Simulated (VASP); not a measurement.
VASP input:

POSCAR:
```
Ag2O
1
    4.9416854393     0.0000000000     0.0000000000
    0.0000000000     4.9416854393     0.0000000000
   -0.0000000000     0.0000000000     4.9416854393
Ag O
4 2
Direct
  0.7500000000   0.2500000000   0.7500000000
  0.2500000000   0.7500000000   0.7500000000
  0.7500000000   0.7500000000   0.2500000000
  0.2500000000   0.2500000000   0.2500000000
  0.0000000000   1.0000000000   0.0000000000
  0.5000000000   0.5000000000   0.5000000000
```

INCAR:
```
SYSTEM=Ag2O
PREC=Accurate; ENCUT=520; LREAL=.FALSE.
LASPH=.TRUE.
EDIFF=1E-7; NELM=100; ALGO=Normal
LMAXMIX=4
ISMEAR=-5
GGA=ML; LUSE_VDW=.TRUE.; AGGAC=0.0
ZAB_VDW=-1.8867
ISIF=2
LWAVE=.FALSE.; LCHARG=.TRUE.; LORBIT=11
NEDOS=601
LEFG=.TRUE.
```

### KPOINTS
```
Automatic mesh
0
Gamma
7 7 7
0 0 0
```

POTCAR, in this order: Ag O (PBE.64 set). Program: vasp_std.

Translate this vdW-DF2 calculation to Quantum ESPRESSO's pw.x.

One equivalent input (not run):
```
&CONTROL
  calculation = 'scf'
  pseudo_dir = './pseudo'
  outdir = './out'
  tprnfor = .true.
  tstress = .true.
/
&SYSTEM
  ibrav = 0
  nat = 6
  ntyp = 2
  ecutwfc = 84
  occupations = 'tetrahedra'
  input_dft = 'vdw-df2'
/
&ELECTRONS
  conv_thr = 7.3e-09
  electron_maxstep = 100
/
ATOMIC_SPECIES
  Ag 107.868 Ag.upf
  O 15.999 O.upf
CELL_PARAMETERS angstrom
     4.9416854    0.0000000    0.0000000
     0.0000000    4.9416854    0.0000000
    -0.0000000    0.0000000    4.9416854
ATOMIC_POSITIONS crystal
  Ag   0.7500000  0.2500000  0.7500000
  Ag   0.2500000  0.7500000  0.7500000
  Ag   0.7500000  0.7500000  0.2500000
  Ag   0.2500000  0.2500000  0.2500000
  O    0.0000000  1.0000000  0.0000000
  O    0.5000000  0.5000000  0.5000000
K_POINTS automatic
  7 7 7 0 0 0
```
The two are equivalent in intent, not identical: the potentials are each code's own (VASP's PAW set, PseudoDojo norm-conserving files in pw.x), so ENCUT and ecutwfc are chosen apart and not converted; conv_thr bounds pw.x's estimated SCF error, while EDIFF bounds the energy change between steps; the field gradients of LEFG aren't asked of the other code.

The compound is Ag2O in the cuprite structure. It was relaxed first, which changed the volume by +14 %.
